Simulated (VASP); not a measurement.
These are PBE GGA, VASP's PBE PAW potentials (set 64) (plane waves; VASP) values and carry that method's errors.

VASP ran on this input.

POSCAR:
```
Ru
1.0
  1.3821000000  -2.3938680000   0.0000000000
  1.3821000000   2.3938680000   0.0000000000
  0.0000000000   0.0000000000   4.3656000000
Ru
2
Cartesian
  1.3821000000   0.7979575959   1.0914000000
  1.3821000000  -0.7979575959   3.2742000000
```

**INCAR**
```
! general
SYSTEM  = Ru
PREC    = Accurate
ENCUT   = 400
LREAL   = F
LASPH   = T

! electronic loop
EDIFF   = 1E-6
NELM    = 100
ALGO    = Normal
LMAXMIX = 4

! smearing
ISMEAR  = 1
SIGMA   = 0.1

! functional
GGA     = PE

! ions
ISIF    = 2

! output
LWAVE   = F
LCHARG  = F
```

### KPOINTS
```
K-points
0
Gamma
 3 3 2
0 0 0
```

POTCAR, in this order: Ru_pv (PBE.64 set). Program: vasp_std.

The resulting files:

File OSZICAR:
```
       N       E                     dE             d eps       ncg     rms          rms(c)
DAV:   1     0.233298502038E+03    0.23330E+03   -0.16397E+04   224   0.145E+03
DAV:   2    -0.143086668331E+02   -0.24761E+03   -0.24436E+03   228   0.434E+02
DAV:   3    -0.189851307495E+02   -0.46765E+01   -0.46168E+01   222   0.650E+01
DAV:   4    -0.190251516273E+02   -0.40021E-01   -0.40005E-01   268   0.585E+00
DAV:   5    -0.190252306901E+02   -0.79063E-04   -0.92026E-03   244   0.580E-01    0.157E+01
DAV:   6    -0.176562121234E+02    0.13690E+01   -0.40441E+00   218   0.206E+01    0.382E+00
DAV:   7    -0.175969505417E+02    0.59262E-01   -0.16309E-01   226   0.356E+00    0.132E+00
DAV:   8    -0.175890009295E+02    0.79496E-02   -0.91267E-03   242   0.103E+00    0.209E-01
DAV:   9    -0.175887972173E+02    0.20371E-03   -0.60226E-04   248   0.205E-01    0.540E-02
DAV:  10    -0.175888117705E+02   -0.14553E-04   -0.19318E-05   296   0.323E-02    0.238E-02
DAV:  11    -0.175888113358E+02    0.43463E-06   -0.13765E-06   154   0.111E-02
   1 F= -.17588811E+02 E0= -.17589383E+02  d E =0.171518E-02
```

File OUTCAR:
```
------------------------ aborting loop because EDIFF is reached ----------------------------------------
  FORCE on cell =-STRESS in cart. coord.  units (eV):
  Direction    XX          YY          ZZ          XY          YZ          ZX
  --------------------------------------------------------------------------------------
  Total        1.5185475      1.5185482     -6.8872605      0.0000000      0.0000000     -0.0000000
  in kB       84.2219613     84.2220020   -381.9825179      0.0000000      0.0000000     -0.0000000
  external PRESSURE =     -71.1795182 kB  Pullay stress =       0.0000000 kB
  volume of cell :       28.89
      direct lattice vectors                 reciprocal lattice vectors
     1.382100000 -2.393868000  0.000000000     0.361768324 -0.208866988  0.000000000
     1.382100000  2.393868000  0.000000000     0.361768324  0.208866988  0.000000000
     0.000000000  0.000000000  4.365600000     0.000000000  0.000000000  0.229063588
 POSITION                                       TOTAL-FORCE (eV/Angst)
 -----------------------------------------------------------------------------------
      1.38210      0.79796      1.09140        -0.000000      0.000000      0.000000
      1.38210     -0.79796      3.27420         0.000000     -0.000000      0.000000
 -----------------------------------------------------------------------------------
    total drift:                               -0.000000      0.000535     -0.000016
  FREE ENERGIE OF THE ION-ELECTRON SYSTEM (eV)
  ---------------------------------------------------
  free  energy   TOTEN  =       -17.5888113358 eV

  energy  without entropy=      -17.5905265152  energy(sigma->0) =      -17.58938306
```
(Selected blocks of OUTCAR.)

The compound is Ru in the hcp structure. The cell was not relaxed at this level. The k-mesh is coarse (spacing up to 0.87 per Å, 2π included), so the numbers may not be converged in it. The run is one of a series of settings (KPOINTS 3×3×2 Γ-centred mesh against the base run), some of them coarse on purpose. VASP warned that the highest band is occupied, so more bands are needed.
